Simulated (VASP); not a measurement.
# SiC: input slips in a band-gap run and what they do

Some runs for the gap of SiC get a fault in the input on purpose. Which of them show, and how? The starting structure is a computed structure from the Materials Project. Cell and atoms stay as given unless a step says otherwise.

Main program and level: VASP 6.6.1; Kohn-Sham DFT with plane waves and PAW; LDA.

## Step 1: The structure

It takes space group P6_3mc (No. 186, hexagonal). Conventional cell: a = 3.076 Å, b = 3.076 Å, c = 10.071 Å, α = 90.00°, β = 90.00°, γ = 120.00°. Nearest to Si lie 4 C at 1.88 to 1.89 Å. Si has 4 C at 1.88 to 1.89 Å nearest. Nearest to C lie 4 Si at 1.88 to 1.89 Å. C has 4 Si at 1.88 to 1.89 Å nearest. Farther neighbours are not listed.

Structure file:

```xyz
8
Lattice="3.0757 0.0000 0.0000 -1.5378 2.6636 0.0000 0.0000 0.0000 10.0706" Properties=species:S:1:pos:R:3 pbc="T T T"
Si    0.0000    0.0000    1.8922
Si    0.0000    0.0000    6.9275
Si    0.0000    1.7758    4.4094
Si    1.5378    0.8879    9.4447
C     0.0000    0.0000    0.0046
C     0.0000    0.0000    5.0400
C     0.0000    1.7758    2.5157
C     1.5378    0.8879    7.5510
```

## Step 2: Reference bands

INCAR reads:

```
SYSTEM = SiC
PREC = Accurate
ENCUT = 460
EDIFF = 1E-06
NELM = 100
ISMEAR = 0
SIGMA = 0.03
LREAL = .FALSE.
ALGO = Normal
GGA = CA
NBANDS = 36
LORBIT = 11
LWAVE = .FALSE.
LCHARG = .FALSE.
KPAR = 8
LASPH = .TRUE.
```

POSCAR reads:

```
SiC
1.0
    3.0756941497      0.0000000000      0.0000000000
   -1.5378470748      2.6636292679      0.0000000000
    0.0000000000      0.0000000000     10.0706464800
Si C
4 4
Direct
    0.0000000000      0.0000000000      0.1878943800
    0.0000000000      0.0000000000      0.6878943800
    0.3333333333      0.6666666667      0.4378419800
    0.6666666667      0.3333333333      0.9378419800
    0.0000000000      0.0000000000      0.0004600500
    0.0000000000      0.0000000000      0.5004600500
    0.3333333333      0.6666666667      0.2498025900
    0.6666666667      0.3333333333      0.7498025900
```

KPOINTS reads:

```
Automatic mesh
0
Gamma
8 8 2
0 0 0
```

KPOINTS_OPT reads:

```
Line mode
8
Line-mode
Reciprocal
  0.00000000   0.00000000   0.00000000 GAMMA
  0.50000000   0.00000000   0.00000000 M

  0.50000000   0.00000000   0.00000000 M
  0.33333333   0.33333333   0.00000000 K

  0.33333333   0.33333333   0.00000000 K
  0.00000000   0.00000000   0.00000000 GAMMA

  0.00000000   0.00000000   0.00000000 GAMMA
  0.00000000   0.00000000   0.50000000 A

  0.00000000   0.00000000   0.50000000 A
  0.50000000   0.00000000   0.50000000 L

  0.50000000   0.00000000   0.50000000 L
  0.33333333   0.33333333   0.50000000 H

  0.33333333   0.33333333   0.50000000 H
  0.00000000   0.00000000   0.50000000 A

  0.50000000   0.00000000   0.50000000 L
  0.50000000   0.00000000   0.00000000 M

  0.33333333   0.33333333   0.00000000 K
  0.33333333   0.33333333   0.50000000 H
```

Potentials, in the order of the species: Si and C (LDA family, release 64).

The run is started by

```sh
$ mpirun -np 8 vasp_std
```

Output:

```text
[banner, memory and clock lines left out]
running    8 mpi-ranks, on    1 nodes
 distrk:  each k-point on    1 cores,    8 groups
 distr:  one band on    1 cores,    1 groups

 POSCAR found type information on POSCAR SiC
 POSCAR found :  2 types and       8 ions
|                                                                             |
|           W    W    AA    RRRRR   N    N  II  N    N   GGGG   !!!           |
|           W    W   A  A   R    R  NN   N  II  NN   N  G    G  !!!           |
|           W    W  A    A  R    R  N N  N  II  N N  N  G       !!!           |
|           W WW W  AAAAAA  RRRRR   N  N N  II  N  N N  G  GGG   !            |
|           WW  WW  A    A  R   R   N   NN  II  N   NN  G    G                |
|           W    W  A    A  R    R  N    N  II  N    N   GGGG   !!!           |
|                                                                             |
|     For optimal performance we recommend to set                             |
|       NCORE = 2 up to number-of-cores-per-socket                            |
|     NCORE specifies how many cores store one orbital (NPAR=cpu/NCORE).      |
|     This setting can greatly improve the performance of VASP for DFT.       |
|     The default, NCORE=1 might be grossly inefficient on modern             |
|     multi-core architectures or massively parallel machines. Do your        |
|     Unfortunately you need to use the default for GW and RPA                |
|     calculations (for HF NCORE is supported but not extensively tested      |
|     yet).                                                                   |
|                                                                             |

 LDA part: xc-table for (Slater(with rela. corr.)+CA(PZ))
 , standard interpolation
 POSCAR, INCAR and KPOINTS ok, starting setup
 FFT: planning ... GRIDC
 FFT: planning ... GRID_SOFT
 FFT: planning ... GRID
 WAVECAR not read
 entering main loop
       N       E                     dE             d eps       ncg     rms          rms(c)
DAV:   1     0.392107187766E+02    0.39211E+02   -0.12699E+04  1440   0.728E+02
DAV:   2    -0.694877071594E+02   -0.10870E+03   -0.10199E+03  1792   0.151E+02
DAV:   3    -0.747008349086E+02   -0.52131E+01   -0.51574E+01  1808   0.281E+01
DAV:   4    -0.747436852624E+02   -0.42850E-01   -0.42828E-01  1688   0.308E+00
DAV:   5    -0.747440531689E+02   -0.36791E-03   -0.36790E-03  1772   0.274E-01    0.182E+01
DAV:   6    -0.668528225683E+02    0.78912E+01   -0.10805E+01  1652   0.145E+01    0.835E+00
DAV:   7    -0.666626993724E+02    0.19012E+00   -0.22697E+00  1752   0.590E+00    0.344E+00
DAV:   8    -0.665854084943E+02    0.77291E-01   -0.10586E-01  1608   0.130E+00    0.115E+00
DAV:   9    -0.665717191129E+02    0.13689E-01   -0.13893E-02  1676   0.563E-01    0.145E-01
DAV:  10    -0.665718400944E+02   -0.12098E-03   -0.10837E-03  1744   0.127E-01    0.948E-02
DAV:  11    -0.665718715964E+02   -0.31502E-04   -0.68308E-05  1652   0.365E-02    0.224E-02
DAV:  12    -0.665718592714E+02    0.12325E-04   -0.29117E-05  1588   0.236E-02    0.172E-02
DAV:  13    -0.665718582437E+02    0.10277E-05   -0.22839E-06  1552   0.746E-03    0.447E-03
DAV:  14    -0.665718582525E+02   -0.87812E-08   -0.38132E-07   824   0.243E-03
   1 F= -.66571858E+02 E0= -.66571858E+02  d E =-.215286E-21
 Start KPOINTS_OPT (optional k-point list driver)
k-point batch [1-20\72]
       N       E                     dE             ncg
DAV:   1     0.347478125782E+04   -0.15207E+05     1440
DAV:   2     0.147496172895E+04   -0.19998E+04     1772
DAV:   3     0.138421904677E+04   -0.90743E+02     1880
DAV:   4     0.138351102056E+04   -0.70803E+00     1776
DAV:   5     0.138350509069E+04   -0.59299E-02     1800
DAV:   6     0.138350502116E+04   -0.69527E-04     1824
DAV:   7     0.138350502031E+04   -0.84799E-06     1544
[...]
k-point batch [61-72\72]
       N       E                     dE             ncg
DAV:   1     0.741024249723E+04   -0.13164E+05      864
DAV:   2     0.630594149320E+04   -0.11043E+04     1044
DAV:   3     0.626052055514E+04   -0.45421E+02     1184
DAV:   4     0.626018751257E+04   -0.33304E+00     1064
DAV:   5     0.626018475653E+04   -0.27560E-02     1052
DAV:   6     0.626018472609E+04   -0.30437E-04     1104
DAV:   7     0.626018472576E+04   -0.32526E-06      892
```

Run time: 8.4 s. Hardware: 8 MPI ranks of Intel Xeon 6975P-C (Granite Rapids), shared host; peak memory 1.7 GiB.

Lines that name or quote the potential files are left out of all logs, and their timing lines are given in words.

Parts of OUTCAR (step 2):

```text
ion  position               nearest neighbor table
   1  0.000  0.000  0.188-   7 1.88   7 1.88   7 1.88   5 1.89   3 3.08   3 3.08   3 3.08   4 3.08
                             4 3.08   4 3.08
   2  0.000  0.000  0.688-   8 1.88   8 1.88   8 1.88   6 1.89   4 3.08   4 3.08   4 3.08   3 3.08
                             3 3.08   3 3.08
   3  0.333  0.667  0.438-   6 1.88   6 1.88   6 1.88   7 1.89   1 3.08   1 3.08   1 3.08   2 3.08
                             2 3.08   2 3.08
   4  0.667  0.333  0.938-   5 1.88   5 1.88   5 1.88   8 1.89   2 3.08   2 3.08   2 3.08   1 3.08
                             1 3.08   1 3.08
   5  0.000  0.000  0.000-   4 1.88   4 1.88   4 1.88   1 1.89
   6  0.000  0.000  0.500-   3 1.88   3 1.88   3 1.88   2 1.89
   7  0.333  0.667  0.250-   1 1.88   1 1.88   1 1.88   3 1.89
   8  0.667  0.333  0.750-   2 1.88   2 1.88   2 1.88   4 1.89

  LATTYP: Found a hexagonal cell.
 ALAT       =     3.0756941497
 C/A-ratio  =     3.2742678530

 Subroutine GETGRP returns: Found 12 space group operations
 (whereof  6 operations were pure point group operations)

The static configuration has the point symmetry C_3v.
 The point group associated with its full space group is C_6v.

 Found     20 irreducible k-points:

   k-points           NKPTS =     20   k-points in BZ     NKDIM =     20   number of bands    NBANDS=     36

   dimension x,y,z NGX =    24 NGY =   24 NGZ =   70
   dimension x,y,z NGXF=    48 NGYF=   48 NGZF=  140

   ENCUT  =  460.0 eV  33.81 Ry    5.81 a.u.   5.38  5.38 17.61*2*pi/ulx,y,z

   NELECT =      32.0000    total number of electrons

 k-points in reciprocal lattice and weights: Automatic mesh
   0.00000000  0.00000000  0.00000000       0.008
   0.12500000  0.00000000  0.00000000       0.047
   0.25000000  0.00000000  0.00000000       0.047
   0.37500000  0.00000000  0.00000000       0.047
   0.50000000  0.00000000  0.00000000       0.023
   0.12500000  0.12500000  0.00000000       0.047
   0.25000000  0.12500000  0.00000000       0.094
   0.37500000  0.12500000  0.00000000       0.094
   0.25000000  0.25000000  0.00000000       0.047
[...]
0.25000000  0.25000000  0.50000000       0.047
   0.37500000  0.25000000  0.50000000       0.047

 average (electrostatic) potential at core
       1 -81.8687       2 -81.8687       3 -81.9129       4 -81.9129       5 -49.0150
       6 -49.0150       7 -48.9579       8 -48.9579

 E-fermi :   8.3592

 k-point     1 :       0.0000    0.0000    0.0000
  band No.  band energies     occupation
    ...
     12       7.5801      2.00000
     13       7.5801      2.00000
     14       8.1111      2.00000
     15       8.1656      2.00000
     16       8.1656      2.00000
     17      13.2395      0.00000
     18      13.8114      0.00000
     19      14.4435      0.00000
     20      14.5276      0.00000
     21      15.0436      0.00000
    ...

 k-point     2 :       0.1250    0.0000    0.0000
  band No.  band energies     occupation
    ...
     12       7.1402      2.00000
     13       7.2186      2.00000
     14       7.2357      2.00000
     15       7.9268      2.00000
     16       8.0362      2.00000
     17      13.3475      0.00000
     18      14.0020      0.00000
     19      14.1106      0.00000
     20      14.8063      0.00000
     21      15.0779      0.00000
    ...

 k-point     3 :       0.2500    0.0000    0.0000
  band No.  band energies     occupation
    ...
     12       5.7111      2.00000
     13       6.4965      2.00000
     14       6.5338      2.00000
     15       7.3259      2.00000
     16       7.6173      2.00000
     17      11.8677      0.00000
     18      12.3902      0.00000
     19      13.1466      0.00000
     20      14.1980      0.00000
     21      14.8207      0.00000
    ...

  Total       -1.7897027     -1.7897027     -1.8073987     -0.0000000      0.0000000      0.0000000
  in kB      -34.7549926    -34.7549926    -35.0986381     -0.0000000      0.0000000      0.0000000
  external PRESSURE =     -34.8695411 kB  Pullay stress =       0.0000000 kB

  energy-cutoff  :      460.00
  volume of cell :       82.50
      direct lattice vectors                 reciprocal lattice vectors
     3.075694150  0.000000000  0.000000000     0.325129857  0.187713811  0.000000000
    -1.537847075  2.663629268  0.000000000     0.000000000  0.375427621  0.000000000
     0.000000000  0.000000000 10.070646480     0.000000000  0.000000000  0.099298491

 POSITION                                       TOTAL-FORCE (eV/Angst)
 -----------------------------------------------------------------------------------
      0.00000      0.00000      1.89222        -0.000000      0.000000     -0.004104
      0.00000      0.00000      6.92754        -0.000000     -0.000000     -0.004104
     -0.00000      1.77575      4.40935        -0.000000      0.000000      0.007045
      1.53785      0.88788      9.44468        -0.000000     -0.000000      0.007045
      0.00000      0.00000      0.00463         0.000000      0.000000     -0.001417
      0.00000      0.00000      5.03996         0.000000      0.000000     -0.001417
     -0.00000      1.77575      2.51567        -0.000000     -0.000000     -0.001525
      1.53785      0.88788      7.55100         0.000000     -0.000000     -0.001525
 -----------------------------------------------------------------------------------
    total drift:                               -0.000000     -0.000000     -0.000026

  FREE ENERGIE OF THE ION-ELECTRON SYSTEM (eV)
  ---------------------------------------------------
  free  energy   TOTEN  =       -66.5718582525 eV

  energy  without entropy=      -66.5718582525  energy(sigma->0) =      -66.57185825

 total charge
# of ion       s       p       d       tot
------------------------------------------
    1        0.714   0.982   0.000   1.696
    2        0.714   0.982   0.000   1.696
    3        0.713   0.983   0.000   1.696
    4        0.713   0.983   0.000   1.696
    5        0.830   1.713   0.000   2.543
    6        0.830   1.713   0.000   2.543
    7        0.831   1.715   0.000   2.545
    8        0.831   1.715   0.000   2.545
--------------------------------------------------
tot          6.175  10.786   0.000  16.961

[... 3 further parts left out ...]
```

At this level the cell is under a tension of 3.5 GPa, so at these settings it is away from equilibrium.

The reference gap is 2.167 eV.

## Step 3: Bands with a k mesh far too coarse and no band path

A slip made on purpose: a k mesh far too coarse and no band path. Against step 2 the input has a 1×1×1 mesh and no band path (also changed: NELM, NBANDS, NCORE and KPAR).

INCAR reads:

```
SYSTEM = SiC
PREC = Accurate
ENCUT = 460
EDIFF = 1E-06
NELM = 60
ISMEAR = 0
SIGMA = 0.03
LREAL = .FALSE.
ALGO = Normal
GGA = CA
NBANDS = 24
LORBIT = 11
LWAVE = .FALSE.
LCHARG = .FALSE.
NCORE = 8
LASPH = .TRUE.
```

POSCAR is that of step 2.

KPOINTS reads:

```
Automatic mesh
0
Gamma
1 1 1
0 0 0
```

The run is started by

```sh
$ mpirun -np 8 vasp_std
```

Output:

```text
[banner, memory and clock lines left out]
running    8 mpi-ranks, on    1 nodes
[...]
[... a notice as in an earlier step ...]

 LDA part: xc-table for (Slater(with rela. corr.)+CA(PZ))
 , standard interpolation
 POSCAR, INCAR and KPOINTS ok, starting setup
[...]
entering main loop
       N       E                     dE             d eps       ncg     rms          rms(c)
DAV:   1     0.128795997060E+03    0.12880E+03   -0.14051E+04    48   0.108E+03
DAV:   2    -0.402928612177E+02   -0.16909E+03   -0.15211E+03    80   0.193E+02
DAV:   3    -0.486555378654E+02   -0.83627E+01   -0.82941E+01    64   0.460E+01
DAV:   4    -0.487611840114E+02   -0.10565E+00   -0.10560E+00    56   0.601E+00
[...]
DAV:  11    -0.298366633036E+02   -0.96677E-04   -0.19362E-04    72   0.863E-02    0.281E-02
DAV:  12    -0.298366511184E+02    0.12185E-04   -0.38264E-05    64   0.327E-02    0.112E-02
DAV:  13    -0.298366508597E+02    0.25861E-06   -0.58586E-06    56   0.136E-02
   1 F= -.29836651E+02 E0= -.29836651E+02  d E =-.204065E-18
```

Elapsed: 1 s, on 8 MPI ranks; peak memory 0.78 GiB; 4.2 s of CPU time.

From OUTCAR (step 3):

```text
  Total       11.5372922     11.5372922      8.1394810      0.0000000     -0.0000000      0.0000000
  in kB      224.0475489    224.0475489    158.0640191      0.0000000     -0.0000000      0.0000000
  external PRESSURE =     202.0530390 kB  Pullay stress =       0.0000000 kB

 POSITION                                       TOTAL-FORCE (eV/Angst)
 -----------------------------------------------------------------------------------
      0.00000      0.00000      1.89222         0.000000     -0.000000      1.846877
      0.00000      0.00000      6.92754        -0.000000      0.000000      1.846877
     -0.00000      1.77575      4.40935         0.000000      0.000000      2.041709
      1.53785      0.88788      9.44468        -0.000000      0.000000      2.041709
      0.00000      0.00000      0.00463        -0.000000      0.000000     -1.884859
      0.00000      0.00000      5.03996         0.000000      0.000000     -1.884859
     -0.00000      1.77575      2.51567         0.000000     -0.000000     -2.003727
      1.53785      0.88788      7.55100        -0.000000      0.000000     -2.003727
 -----------------------------------------------------------------------------------
    total drift:                                0.000000      0.000000      0.001269

  FREE ENERGIE OF THE ION-ELECTRON SYSTEM (eV)
  ---------------------------------------------------
  free  energy   TOTEN  =       -29.8366508597 eV

  energy  without entropy=      -29.8366508597  energy(sigma->0) =      -29.83665086

[... 1 part as in an earlier step ...]

[... 2 further parts left out ...]
[key lines of the parts left out:]
E-fermi :   9.6369
```

With a k mesh far too coarse and no band path the gap is 4.115 eV, +1.948 eV from the reference, read on the mesh alone.

## Step 4: Bands with a wide metal-type smearing

A slip made on purpose: a wide metal-type smearing. Against step 2 the input has ISMEAR = 1 and SIGMA = 1 (also changed: NELM).

INCAR reads:

```
SYSTEM = SiC
PREC = Accurate
ENCUT = 460
EDIFF = 1E-06
NELM = 60
ISMEAR = 1
SIGMA = 1
LREAL = .FALSE.
ALGO = Normal
GGA = CA
NBANDS = 36
LORBIT = 11
LWAVE = .FALSE.
LCHARG = .FALSE.
KPAR = 8
LASPH = .TRUE.
```

POSCAR is that of step 3.

KPOINTS reads:

```
Automatic mesh
0
Gamma
8 8 2
0 0 0
```

KPOINTS_OPT is that of step 2.

The run is started by

```sh
$ mpirun -np 8 vasp_std
```

Output:

```text
[banner, memory and clock lines left out]
running    8 mpi-ranks, on    1 nodes
[...]
[... a notice as in an earlier step ...]

 LDA part: xc-table for (Slater(with rela. corr.)+CA(PZ))
 , standard interpolation
 POSCAR, INCAR and KPOINTS ok, starting setup
[...]
entering main loop
       N       E                     dE             d eps       ncg     rms          rms(c)
DAV:   1     0.392125031797E+02    0.39213E+02   -0.12699E+04  1440   0.728E+02
DAV:   2    -0.694196158687E+02   -0.10863E+03   -0.10190E+03  1792   0.151E+02
DAV:   3    -0.745982142068E+02   -0.51786E+01   -0.51162E+01  1808   0.280E+01
DAV:   4    -0.746410004015E+02   -0.42786E-01   -0.42763E-01  1688   0.308E+00
[...]
DAV:  11    -0.665134554270E+02   -0.31372E-04   -0.69062E-05  1660   0.367E-02    0.224E-02
DAV:  12    -0.665134430817E+02    0.12345E-04   -0.29138E-05  1588   0.236E-02    0.171E-02
DAV:  13    -0.665134420827E+02    0.99894E-06   -0.22072E-06  1552   0.733E-03
   1 F= -.66513442E+02 E0= -.66575999E+02  d E =0.187671E+00
 Start KPOINTS_OPT (optional k-point list driver)
k-point batch [1-20\72]
       N       E                     dE             ncg
DAV:   1     0.347345514248E+04   -0.15208E+05     1440
DAV:   2     0.147334840132E+04   -0.20001E+04     1772
DAV:   3     0.138257899890E+04   -0.90769E+02     1880
DAV:   4     0.138187069822E+04   -0.70830E+00     1768
DAV:   5     0.138186476593E+04   -0.59323E-02     1808
DAV:   6     0.138186469638E+04   -0.69554E-04     1824
DAV:   7     0.138186469553E+04   -0.84963E-06     1560
[...]
k-point batch [61-72\72]
       N       E                     dE             ncg
DAV:   1     0.740948385757E+04   -0.13165E+05      864
DAV:   2     0.630504472937E+04   -0.11044E+04     1044
DAV:   3     0.625960962672E+04   -0.45435E+02     1184
DAV:   4     0.625927640087E+04   -0.33323E+00     1064
DAV:   5     0.625927364309E+04   -0.27578E-02     1052
DAV:   6     0.625927361263E+04   -0.30459E-04     1104
DAV:   7     0.625927361230E+04   -0.32646E-06      892
```

Wall time 8.4 s (8 MPI ranks); peak memory 1.7 GiB; 63 s of CPU time.

From OUTCAR (step 4):

```text
  Total       -1.8945509     -1.8945509     -1.7817081     -0.0000000     -0.0000000      0.0000000
  in kB      -36.7910835    -36.7910835    -34.5997428     -0.0000000     -0.0000000      0.0000000
  external PRESSURE =     -36.0606366 kB  Pullay stress =       0.0000000 kB

 POSITION                                       TOTAL-FORCE (eV/Angst)
 -----------------------------------------------------------------------------------
      0.00000      0.00000      1.89222        -0.000000     -0.000000     -0.017403
      0.00000      0.00000      6.92754        -0.000000      0.000000     -0.017403
     -0.00000      1.77575      4.40935        -0.000000     -0.000000     -0.008947
      1.53785      0.88788      9.44468         0.000000     -0.000000     -0.008947
      0.00000      0.00000      0.00463        -0.000000     -0.000000      0.010121
      0.00000      0.00000      5.03996         0.000000      0.000000      0.010121
     -0.00000      1.77575      2.51567         0.000000     -0.000000      0.016229
      1.53785      0.88788      7.55100         0.000000      0.000000      0.016229
 -----------------------------------------------------------------------------------
    total drift:                               -0.000000     -0.000000      0.000030

  FREE ENERGIE OF THE ION-ELECTRON SYSTEM (eV)
  ---------------------------------------------------
  free  energy   TOTEN  =       -66.5134420827 eV

  energy  without entropy=      -66.7011132164  energy(sigma->0) =      -66.57599913

[... 2 parts as in an earlier step ...]

[... 1 further part left out ...]
[key lines of the parts left out:]
E-fermi :   8.2845
```

With a wide metal-type smearing the gap is 2.172 eV, +0.005 eV from the reference.

(Continued in part 2 of 2.)

[Lines on the potential files, build, host, timing and source positions are cut from VASP's logs without a mark.]

[Logs are printed without paths, hosts, clocks, repeated set-up lines and the standing remarks that a program may print on its own settings, such as how far it seeks lower states.]

[Hosts, paths, dates, database ids (printed as entryN), source tags and the programs' standing remarks are cut or masked in the printed files.]
